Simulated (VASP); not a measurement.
Here is the system:

```yaml
crystal:
  lattice:
    - [4.53230, 0.00000, 0.00000]
    - [0.00000, 4.53230, 0.00000]
    - [0.00000, 0.00000, 12.83715]
  atoms:
    - { symbol: Ge, position: [0.00000, 0.00000, 0.00000] }
    - { symbol: Te, position: [0.00000, 0.00000, 0.23766] }
    - { symbol: Te, position: [0.00000, 0.00000, 0.76234] }
    - { symbol: Te, position: [0.50000, 0.50000, 0.00000] }
    - { symbol: Te, position: [0.50000, 0.50000, 0.50000] }
    - { symbol: Pb, position: [0.50000, 0.50000, 0.75347] }
    - { symbol: Pb, position: [0.50000, 0.50000, 0.24653] }
    - { symbol: Pb, position: [0.00000, 0.00000, 0.50000] }
```

Computed with r2SCAN meta-GGA, VASP's PBE PAW potentials (set 64) (plane waves; VASP). Run with 400 eV cut-off, 6×6×2 Γ-centred mesh, tetrahedra with Blöchl corrections, potentials Ge_d Te Pb_d.

Unless said otherwise, spin-orbit coupling is left out, though it shifts the bands of the heavy elements here.

**Question.** What does the run give for the energy per atom (σ→0), band gap (over mesh and band path) with the smallest direct gap where there is one?

**Answer.** 
```
Property                                                Result
---------------------------------------------  ---------------
band gap (over mesh and band path)                     0.79 eV
smallest direct gap (over mesh and band path)          0.79 eV
energy per atom (σ→0)                          -35.882 eV/atom
```

The structure comes from a computed database's GeTe4Pb3 entry (P4/mmm); how it stands against other phases isn't given here. It was relaxed first.
